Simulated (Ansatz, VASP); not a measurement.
## One calculation of MoI, two programs

```xyz
2
Lattice="3.6233 0.0000 0.0000 0.0000 3.6233 0.0000 0.0000 0.0000 5.0421" Properties=species:S:1:pos:R:3 pbc="T T T"
Mo    1.8116    1.8116    2.5210
I     0.0000    0.0000    2.5210
```

The cell was built by a generator and needn't be a form met in nature.

Alike in both runs: task relaxation of cell and atoms; functional LDA; k mesh 7 × 7 × 5; occupations fermi-dirac, width 0.05 eV; no spin polarisation.

|  | VASP | Ansatz |
| --- | --- | --- |
| version | VASP 6.6.1 | Ansatz 0.2.0 |
| potentials or method | VASP PAW LDA potentials, release 64 (Mo_sv, I) | Ansatz PAW |
| plane-wave cutoff (eV) | 600 | 420 |
| valence electrons in the cell | 21 | 31 |

VASP gave:

```
gap on the k mesh at the Fermi level, each at its own relaxed structure (eV) : none
relaxed volume (Å³/atom)                                                     : 22.27
relaxed cell length with the largest relative difference (Å)                 : 3.083
energy change over the relaxation (meV/atom)                                 : -759
```

Q: Estimate Ansatz's values.

A: gap on the k mesh at the Fermi level, each at its own relaxed structure (eV): none; relaxed volume (Å³/atom): 22.24; relaxed cell length with the largest relative difference (Å): 3.080; energy change over the relaxation (meV/atom): -762.

A gap of «none» marks a metal or a gap that the smearing closes. The two sets of potentials don't hold the same shells in valence.

Caveats: the volume moved by over 15 % at a fixed basis, so the end points are rough; an odd number of electrons without spin polarisation forces a metal; a magnetic or distorted state may lie lower; the plane-wave basis is chosen anew once the cell has moved, so the energies of steps on either side of that aren't comparable (Ansatz); the PAW data sets come from PBE, with cores solved anew for the run's functional, which leaves a small shift of forces and pressure (Ansatz). Spin-orbit coupling is left out, which matters for the levels of I.
